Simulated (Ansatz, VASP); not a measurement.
# Cross-check of Os (Osmium) between VASP and Ansatz

Wanted: the spread between two codes on one cell, functional and k mesh. The cell is taken from a series of runs on this material, whose earlier steps may have relaxed, scaled, displaced or heated it; both programs get it as it stands.

Calculated with Ansatz 0.2.0; plane waves, with VASP 6.6.1 beside it; zone-centre phonons at LDA.

## Step 1: The structure

Symmetry: P6_3/mmc, No. 194, hexagonal system. Conventional cell: a = 2.638 Å, b = 2.638 Å, c = 4.184 Å, α = 90.00°, β = 90.00°, γ = 120.00°. Os has 12 Os at 2.59 to 2.64 Å nearest.

## Step 2: Ansatz: zone-centre phonons, LDA

Ansatz runs on its PAW soft_1 files.

Second derivatives magnify differences that forces hide, and they need a tight electronic threshold.

input.yaml

```yaml
crystal:
  lattice:
    - [2.6375788155, 0.0, 0.0]
    - [-1.3187894077, 2.2842102587, 0.0]
    - [0.0, 0.0, 4.1835356294]
  atoms:
    - { symbol: Os, position: [0.3333333333, 0.6666666667, 0.25] }
    - { symbol: Os, position: [0.6666666667, 0.3333333333, 0.75] }
kpoints:
  mp_grid: { grid: [18, 18, 12] }
hamiltonian:
  xc: lda
  pseudopotentials: { kind: paw, azcp: { folder: soft_1 }, xc_functional: pbe }
scf:
  occupations: { method: methfessel_paxton, width: 0.2 }
output:
  eigenvalues: true
phonons:
  method: dfpt
```

Launch:

```bash
ansatz run input.yaml --threads 4 --pin off --max-ram 10240MiB --backend cpu --events-out ev --progress --plain --runs-dir out
```

Numbers of over 12 decimals in the logs are rounded to 6 here.

What it wrote:

```text
zone centre: on kpoints.mp_grid the ground state, and the responses unless they are solved on pairs of k-points, stand on 637 of the mesh's 3888 k-points, reduced under 4 symmetry operations, with k and −k counted as one. Each operation leaves every solved displacement unchanged or reverses it
Engine: ansatz 0.2.0, aarch64-unknown-linux-gnu
Pseudopotentials: kind: paw
Pseudopotential: Os, paw, valence charge 16, recommended cutoff 420 eV (normal), soft_1/Os.paw.azcp
Functional definition: SPW92
  exchange = slater_x
  correlation = pw_c
Crystal: 2 atoms, lattice volume = 25.205 Å³
Basis set: ecut = 420 eV, 511 PW (Γ), exchange–correlation on 36×36×60 points (8 copies of the dense FFT grid, shifted against one another)
Bands: 20, of which v1, the nominal top of the filled ones, is band 16 counted from 1 (15 counted from 0)
Symmetry: 24 space group operations
k-points: 637 of 3888 (irreducible under 4 space group operations, time reversal used)
Non-local potential: Os, projectors of the file, l = 0: 3, l = 1: 2, l = 2: 2, l = 3: 1
PAW form: soft (Blöchl's): semilocal exchange-correlation on the pseudo side does not see the compensation charge
PAW frozen core: Os, regenerated for the run's functional, and the local potential with it (the file was generated under x = pbe(κ = 0.804, μ = 0.219515), c = pbe(β = 0.066725))
PAW one-centre angular grid: Os, 590 points (default); XC on 64 Gauss nodes
Initial density: superposition of atomic densities (chi_scale 0.1, normalization cell)
Initial wavefunctions: pseudopotential atomic-orbital guess
Functional: x = slater, c = lda
SCF iter   1: F=—  HF=-22239.066438 eV  |F-HF|=—  |Δ(HF+E_count)|=         —  Δρ=6.11e-2  dr2=6.97e-1  ethr=3.10e-3  ⟨swp⟩=5.0  Hψ=118992  notcnv=0  defer=29
automatic band count: the SCF goes on with 24 bands, as 20 were too few: they end inside the smearing window of the response
preconditioner: auto → none  [metal: Δε(μ)=0.042 eV  Ē_g=13.358 eV  σ=0.200 eV  W_gap=0.18  n_scr=8 (ndim 8)  ℏωp=29.6 eV  f_vac=0.000  D(μ)=1.06/eV (n_scr^D=8)  sad-step TF]
SCF iter   2: F=—  HF=-22238.871025 eV  |F-HF|=—  |Δ(HF+E_count)|=   1.95e-1  S|Δr|=    0.00e0  Δρ=3.57e-2  dr2=2.30e-1  ethr=2.18e-3  ⟨swp⟩=2.0  Hψ=22542  notcnv=0  defer=142
SCF iter   3: F=—  HF=-22238.783131 eV  |F-HF|=—  |Δ(HF+E_count)|=   8.79e-2  S|Δr|=    0.00e0  Δρ=1.52e-3  dr2=2.76e-4  ethr=7.19e-4  ⟨swp⟩=2.0  Hψ=21486  notcnv=0  defer=142
SCF iter   4: F=—  HF=-22238.782914 eV  |F-HF|=—  |Δ(HF+E_count)|=   2.17e-4  S|Δr|=    0.00e0  Δρ=1.94e-4  dr2=4.79e-6  ethr=8.64e-7  ⟨swp⟩=2.1  Hψ=21591  notcnv=0  defer=260
SCF iter   5: F=—  HF=-22238.782911 eV  |F-HF|=—  |Δ(HF+E_count)|=   2.81e-6  S|Δr|=    0.00e0  Δρ=4.08e-5  dr2=1.96e-7  ethr=1.50e-8  ⟨swp⟩=2.4  Hψ=22503  notcnv=0  defer=260
SCF iter   6: F=—  HF=-22238.782919 eV  |F-HF|=—  |Δ(HF+E_count)|=   8.58e-6  S|Δr|=    0.00e0  Δρ=6.26e-6  dr2=4.21e-9  ethr=6.13e-10  ⟨swp⟩=2.7  Hψ=23590  notcnv=0  defer=363
SCF iter   7: F=—  HF=-22238.782919 eV  |F-HF|=—  |Δ(HF+E_count)|=  3.86e-10  S|Δr|=    0.00e0  Δρ=1.19e-6  dr2=5.76e-11  ethr=1.32e-11  ⟨swp⟩=2.2  Hψ=21936  notcnv=0  defer=363
SCF iter   8: F=-22238.782919 eV  HF=-22238.782919 eV  |F-HF|=3.64e-12  |Δ(HF+E_count)|=  5.82e-11  S|Δr|=    0.00e0  Δρ=7.78e-8  dr2=6.88e-13  ethr=1.00e-12  ⟨swp⟩=9.8  Hψ=70364  notcnv=0
SCF 1 converged in 8 iterations: F = -22238.782919 eV  dr2 = 6.88e-13
  greatest PAW one-centre occupation: 1.000 electrons in one spin orbital (limit 2), on the Os atom at site 1 (counted from 0), in its partial waves of l = 0
DFPT response loops at Γ: preconditioner auto → Kerker (q_TF=auto, 2.839 Å⁻¹) (partly filled bands, converged f_vac=0.000); β = 1.00, the filter's whole step (`scf.mixing.beta` (0.50) is not read by the response loops under this deck's `scf.mixing.preconditioner`; to damp them name `kerker` or `kerker_dos`, under which they read `scf.mixing.beta`, and type it under 1.00, their step now; both keys bind the ground state too); Broyden in place of MSR1
SCF converged after 8 iterations
Stability not checked: this state was not tested for a lower state beside it, because cold or Methfessel-Paxton smearing, or corrected tetrahedra, fill the levels in a way that the test cannot read (fill_not_monotonic; see scf.lower_state_search)
Free energy (F): -22238.782919 eV
Harris-Foulkes:  -22238.782919 eV  (|F-HF|=3.64e-12)
Internal energy: -22238.783053 eV  (E = F + TS)
E sigma→0 (E₀):  -22238.782953 eV
Entropy (-TS):   0.000133 eV (0.067 meV/atom)
Fermi energy:    29.042419 eV
--- Per-component energies (eV) ---
  E_band       = -43.974195
  E_kinetic    = 998.230194
  E_local      = -1631.659036  (includes V_loc(G=0)·N_el)
  E_nonlocal   = 407.431258
  E_hartree    = 596.863591
  E_xc         = -470.140317
  E_vxc        = -498.781405  (∫ρ·V_xc dr)
  E_paw        = -17565.771539  (= ΣΔE_a)
  E_vpaw       = -512.923346  (= ΣTr[D̂ρ^β])
  E_aug_tail   = 0.000925  (compensation charges beyond the density's cutoff)
  E_ewald      = -4574.463775
  E_core_change = 0.725646  (= ΣΔE_core)
  E_smearing   = 0.000133  (= −TS)
  E_closure    = -0.000000  (closes the sum)
  Σ components = -22238.782919   (vs F -22238.782919, Δ=0.00e0)
--- Band table (eV; the first three rows and the last of 637) ---
  k-point 0: bands = [... 12 lower, 25.7181, 26.4518, 26.4518, 27.2659, 27.2659, 29.1886, 31.0112, 31.0112, ... 4 higher]
  k-point 1: bands = [... 12 lower, 25.6598, 26.3846, 26.3846, 27.4201, 27.4201, 28.8712, 31.0311, 31.0311, ... 4 higher]
  k-point 2: bands = [... 12 lower, 25.4976, 26.2032, 26.2032, 27.8172, 27.8172, 28.0686, 31.0616, 31.0616, ... 4 higher]
  k-point 636: bands = [... 12 lower, 25.2014, 25.2014, 27.1101, 27.1101, 31.7493, 31.7493, 34.7021, 34.7021, ... 4 higher]
--- Phonons (Γ-DFPT): 2 representative perturbations + reference, on 637 of 3888 k-points (Σ response iterations 4) ---
  k mesh reduced under 4 symmetry operations, with k and −k counted as one. Each operation leaves every solved displacement unchanged or reverses it
  ASR residual: 5.940e-5 → 0.000e0 eV/Å²; symmetrization residual: 9.258e-10 eV/Å²
  ASR residual per site (eV/Å²): 5.94e-5 5.94e-5
  Γ frequencies (cm⁻¹): 0.00 0.00 0.00 188.29 188.29 279.40
  non-analytic LO–TO correction: not included (Born effective charges unavailable; polar crystals: no LO–TO splitting at Γ)
```

In the SCF lines HF is the Harris–Foulkes energy and dr2 the Hartree energy of the density residual, in eV; the loop may stop once dr2 is under the threshold and the program's other checks hold. Hψ counts applications of the Hamiltonian.

## Step 3: VASP: zone-centre phonons, LDA

The same cell, functional (in two slightly different forms), mesh and smearing now go to VASP, with its own data sets.

Lines of VASP's logs that name or quote its potential files are left out, and so is its time.

INCAR

```
SYSTEM = Os
PREC = Accurate
ENCUT = 600
EDIFF = 1E-08
NELM = 120
ISMEAR = 1
SIGMA = 0.2
LREAL = .FALSE.
ALGO = Normal
GGA = CA
NBANDS = 14
LASPH = .TRUE.
LORBIT = 11
LWAVE = .FALSE.
LCHARG = .FALSE.
ISIF = 2
IBRION = 8
GGA_COMPAT = .FALSE.
KPAR = 2
```

POSCAR

```
Os
1.0
    2.6375788155      0.0000000000      0.0000000000
   -1.3187894077      2.2842102587      0.0000000000
    0.0000000000      0.0000000000      4.1835356294
Os
2
Direct
    0.3333333333      0.6666666667      0.2500000000
    0.6666666667      0.3333333333      0.7500000000
```

KPOINTS

```
Automatic mesh
0
Gamma
18 18 12
0 0 0
```

Potentials, in the order of the species: Os (LDA family, release 64).

Launch:

```bash
mpirun -np 2 vasp_std
```

What it wrote:

```text
[banner, memory and clock lines left out]
running    2 mpi-ranks, on    1 nodes
 distrk:  each k-point on    1 cores,    2 groups
 distr:  one band on    1 cores,    1 groups

 POSCAR found type information on POSCAR Os
 POSCAR found :  1 types and       2 ions
 LDA part: xc-table for (Slater(with rela. corr.)+CA(PZ))
 , standard interpolation
 POSCAR, INCAR and KPOINTS ok, starting setup
 FFT: planning ... GRIDC
 FFT: planning ... GRID_SOFT
 FFT: planning ... GRID
 WAVECAR not read
 entering main loop
       N       E                     dE             d eps       ncg     rms          rms(c)
DAV:   1     0.119618822278E+03    0.11962E+03   -0.83979E+03  7252   0.125E+03
DAV:   2    -0.206126466958E+02   -0.14023E+03   -0.12348E+03  7414   0.374E+02
DAV:   3    -0.264193772175E+02   -0.58067E+01   -0.55756E+01  9526   0.688E+01
DAV:   4    -0.264723892169E+02   -0.53012E-01   -0.52763E-01  7990   0.637E+00
DAV:   5    -0.264726417178E+02   -0.25250E-03   -0.25245E-03  9496   0.420E-01    0.405E+01
DAV:   6    -0.253728017850E+02    0.10998E+01   -0.81235E-01  9004   0.809E+00    0.196E+01
DAV:   7    -0.250068698730E+02    0.36593E+00   -0.63920E-01  9052   0.697E+00    0.103E+00
DAV:   8    -0.249980051305E+02    0.88647E-02   -0.87826E-03  7504   0.794E-01    0.271E-01
DAV:   9    -0.249971440206E+02    0.86111E-03   -0.13466E-03  9142   0.368E-01    0.451E-02
DAV:  10    -0.249971374208E+02    0.65998E-05   -0.16536E-05  8496   0.318E-02    0.852E-03
DAV:  11    -0.249971332598E+02    0.41610E-05   -0.14879E-06  8788   0.162E-02    0.145E-03
DAV:  12    -0.249971331997E+02    0.60117E-07   -0.36165E-08  8972   0.234E-03    0.301E-04
DAV:  13    -0.249971331997E+02    0.40131E-10   -0.88679E-10  5258   0.347E-04
   1 F= -.24997133E+02 E0= -.24997177E+02  d E =0.131019E-03
 Linear response reoptimize wavefunctions to high precision
DAV:   1    -0.249971331997E+02   -0.90949E-12   -0.19936E-10  5414   0.162E-04
 Linear response DOF=           2
 Linear response progress:
  Degree of freedom:   1/  2
       N       E                     dE             d eps       ncg     rms          rms(c)
RMM:   1    -0.196370613858E+00   -0.19637E+00   -0.11042E-01 54870   0.266E+00
RMM:   2    -0.192206826581E+00    0.41638E-02   -0.19852E-03 44544   0.561E-01    0.159E-01
RMM:   3    -0.191038054283E+00    0.11688E-02   -0.50938E-04 50402   0.158E-01    0.895E-02
RMM:   4    -0.190419231931E+00    0.61882E-03   -0.75873E-04 51094   0.186E-01    0.123E-02
RMM:   5    -0.190482508343E+00   -0.63276E-04   -0.14324E-05 52187   0.281E-02    0.426E-03
RMM:   6    -0.190464706400E+00    0.17802E-04   -0.15527E-06 52245   0.880E-03    0.111E-03
RMM:   7    -0.190462031070E+00    0.26753E-05   -0.10035E-08 53493   0.139E-03    0.785E-04
RMM:   8    -0.190458590488E+00    0.34406E-05   -0.22020E-08 52931   0.867E-04    0.101E-04
RMM:   9    -0.190458430315E+00    0.16017E-06    0.22341E-08 54025   0.191E-04    0.214E-05
RMM:  10    -0.190458286452E+00    0.14386E-06    0.25042E-09 53480   0.407E-05    0.418E-06
RMM:  11    -0.190458278793E+00    0.76592E-08   -0.45835E-09 54244   0.238E-05    0.112E-06
 first order change of Fermi-energy  -0.14193E-04
 force on displaced ion       1 direction 1 : -12.344   0.001   0.000
 Linear response progress:
  Degree of freedom:   2/  2
       N       E                     dE             d eps       ncg     rms          rms(c)
RMM:   1    -0.255702624446E+00   -0.25570E+00   -0.13613E-01 19785   0.279E+00
RMM:   2    -0.246797750555E+00    0.89049E-02   -0.74218E-03 14883   0.780E-01    0.196E-01
RMM:   3    -0.246106036190E+00    0.69171E-03   -0.90338E-04 17792   0.159E-01    0.110E-01
RMM:   4    -0.246230971913E+00   -0.12494E-03   -0.28536E-04 18034   0.145E-01    0.140E-02
RMM:   5    -0.246311465003E+00   -0.80493E-04    0.45627E-05 18489   0.193E-02    0.617E-03
RMM:   6    -0.246324343662E+00   -0.12879E-04    0.12789E-05 18180   0.397E-03    0.422E-03
RMM:   7    -0.246338719215E+00   -0.14376E-04    0.46206E-06 18415   0.394E-03    0.435E-04
RMM:   8    -0.246337187748E+00    0.15315E-05   -0.14644E-07 18579   0.583E-04    0.155E-04
RMM:   9    -0.246335934374E+00    0.12534E-05    0.14842E-07 18644   0.174E-04    0.283E-05
RMM:  10    -0.246335966849E+00   -0.32474E-07    0.17695E-07 17558   0.759E-05    0.354E-06
RMM:  11    -0.246335996613E+00   -0.29764E-07    0.10093E-08 18907   0.353E-05    0.296E-06
RMM:  12    -0.246335993415E+00    0.31979E-08   -0.93730E-09 18062   0.274E-05    0.247E-07
 first order change of Fermi-energy   0.89587E-04
 force on displaced ion       1 direction 3 :   0.000  -0.000 -27.255
 Linear response finished
```

Parts of OUTCAR (step 3):

```text
ion  position               nearest neighbor table
   1  0.333  0.667  0.250-   2 2.59   2 2.59   2 2.59   2 2.59   2 2.59   2 2.59
   2  0.667  0.333  0.750-   1 2.59   1 2.59   1 2.59   1 2.59   1 2.59   1 2.59

  LATTYP: Found a hexagonal cell.
 ALAT       =     2.6375788155
 C/A-ratio  =     1.5861272485

 Subroutine GETGRP returns: Found 24 space group operations
 (whereof 12 operations were pure point group operations)

The static configuration has the point symmetry D_3d.
 The point group associated with its full space group is D_6h.

 Found    259 irreducible k-points:

   k-points           NKPTS =    259   k-points in BZ     NKDIM =    259   number of bands    NBANDS=     14

   dimension x,y,z NGX =    24 NGY =   24 NGZ =   36
   dimension x,y,z NGXF=    48 NGYF=   48 NGZF=   72

   ENCUT  =  600.0 eV  44.10 Ry    6.64 a.u.   5.27  5.27  8.36*2*pi/ulx,y,z

   NELECT =      16.0000    total number of electrons

 k-points in reciprocal lattice and weights: Automatic mesh
   0.00000000  0.00000000  0.00000000       0.000
   0.05555556 -0.00000000  0.00000000       0.002
   0.11111111 -0.00000000  0.00000000       0.002
   0.16666667 -0.00000000  0.00000000       0.002
   0.22222222 -0.00000000  0.00000000       0.002
   0.27777778  0.00000000  0.00000000       0.002
   0.33333333 -0.00000000  0.00000000       0.002
   0.38888889 -0.00000000  0.00000000       0.002
   0.44444444 -0.00000000  0.00000000       0.002
[...]
0.33333333  0.27777778  0.50000000       0.003
   0.33333333  0.33333333  0.50000000       0.001

 average (electrostatic) potential at core
       1 -41.8846       2 -41.8846

  Total        7.5707951      7.5707951      7.5444019      0.0000000     -0.0000000      0.0000000
  in kB      481.2459410    481.2459410    479.5682307      0.0000000     -0.0000000      0.0000000
  external PRESSURE =     480.6867042 kB  Pullay stress =       0.0000000 kB

  energy-cutoff  :      600.00
  volume of cell :       25.20
      direct lattice vectors                 reciprocal lattice vectors
     2.637578815  0.000000000  0.000000000     0.379135590  0.218894035  0.000000000
    -1.318789408  2.284210259  0.000000000     0.000000000  0.437788070  0.000000000
     0.000000000  0.000000000  4.183535629     0.000000000  0.000000000  0.239032266

 POSITION                                       TOTAL-FORCE (eV/Angst)
 -----------------------------------------------------------------------------------
     -0.00000      1.52281      1.04588        -0.000000      0.000000      0.000000
      1.31879      0.76140      3.13765         0.000000      0.000000      0.000000
 -----------------------------------------------------------------------------------
    total drift:                               -0.000000      0.000000     -0.000000

 Eigenvectors and eigenvalues of the dynamical matrix
 ----------------------------------------------------

   1 f  =    8.369204 THz    52.585259 2PiTHz  279.166595 cm-1    34.612231 meV
             X         Y         Z           dx          dy          dz
     -0.000000  1.522807  1.045884     0.000000    0.000000    0.707107
      1.318789  0.761403  3.137652    -0.000000    0.000000   -0.707107

   2 f  =    5.632317 THz    35.388895 2PiTHz  187.873889 cm-1    23.293383 meV
             X         Y         Z           dx          dy          dz
     -0.000000  1.522807  1.045884     0.532031    0.465772   -0.000000
      1.318789  0.761403  3.137652    -0.532031   -0.465772   -0.000000

   3 f  =    5.632317 THz    35.388895 2PiTHz  187.873889 cm-1    23.293383 meV
             X         Y         Z           dx          dy          dz
     -0.000000  1.522807  1.045884     0.465772   -0.532031    0.000000
      1.318789  0.761403  3.137652    -0.465772    0.532031    0.000000

   4 f  =    0.000000 THz     0.000000 2PiTHz    0.000002 cm-1     0.000000 meV
             X         Y         Z           dx          dy          dz
     -0.000000  1.522807  1.045884    -0.163463    0.301661    0.618288
      1.318789  0.761403  3.137652    -0.163463    0.301661    0.618288

   5 f/i=    0.000000 THz     0.000000 2PiTHz    0.000001 cm-1     0.000000 meV
             X         Y         Z           dx          dy          dz
     -0.000000  1.522807  1.045884     0.674035   -0.056959    0.205991
      1.318789  0.761403  3.137652     0.674035   -0.056959    0.205991

   6 f/i=    0.000000 THz     0.000001 2PiTHz    0.000003 cm-1     0.000000 meV
             X         Y         Z           dx          dy          dz
     -0.000000  1.522807  1.045884    -0.137683   -0.636990    0.274385
      1.318789  0.761403  3.137652    -0.137683   -0.636990    0.274385

 ELASTIC MODULI CONTR FROM IONIC RELAXATION (kBar)
 Direction    XX          YY          ZZ          XY          YZ          ZX
 --------------------------------------------------------------------------------
 XX        -110.9733    110.9733      0.0000     -0.0000      0.0000     -0.0000
 YY         110.9733   -110.9733     -0.0000     -0.0000      0.0000      0.0000
 ZZ           0.0000     -0.0000     -0.0000     -0.0000      0.0000      0.0000
 XY          -0.0000     -0.0000     -0.0000   -110.9733      0.0000      0.0000
 YZ           0.0000      0.0000      0.0000      0.0000      0.0000      0.0000
 ZX          -0.0000      0.0000      0.0000      0.0000      0.0000     -0.0000
 --------------------------------------------------------------------------------
```

## Step 4: Side by side

Known differences besides the potentials themselves: the two LDA forms differ slightly; the data sets hold 32 valence electrons in Ansatz (on its PAW soft_1 files) and 16 in VASP; the cutoff is 420 eV in Ansatz and 600 eV in VASP; VASP's log shows a relativistic correction to its local exchange, Ansatz's none. Total energies have different zeros and are not compared.

Compared:

```
                  quantity  Ansatz   VASP  difference
optical mode 1 to 2 (cm⁻¹)   188.3  187.9     +0.22 %
     optical mode 3 (cm⁻¹)   279.4  279.2     +0.08 %
```

Modes are paired by rising frequency, not by their patterns, so a pair may set unlike modes beside each other; they are those without the splitting of longitudinal modes.

## Step 5: Outcome

```json
{
 "r.m.s. difference of the optical zone-centre modes, each program's sorted by frequency (zone-centre phonons, LDA)": "0.37 cm⁻¹"
}
```

In words: The r.m.s. difference of the optical zone-centre modes, each program's sorted by frequency is 0.37 cm⁻¹ (zone-centre phonons, LDA). The data sets hold unlike numbers of valence electrons (32 in Ansatz and 16 in VASP), so part of the differences comes from the potentials. How closely two codes agree says nothing of how well the functional describes the real material.

[Lines on the potential files, build, host, timing and source positions are cut from VASP's logs without a mark.]

[Logs are printed without paths, hosts, clocks, repeated set-up lines and the standing remarks that a program may print on its own settings, such as how far it seeks lower states.]

[Hosts, paths, dates, database ids (printed as entryN), source tags and the programs' standing remarks are cut or masked in the printed files.]
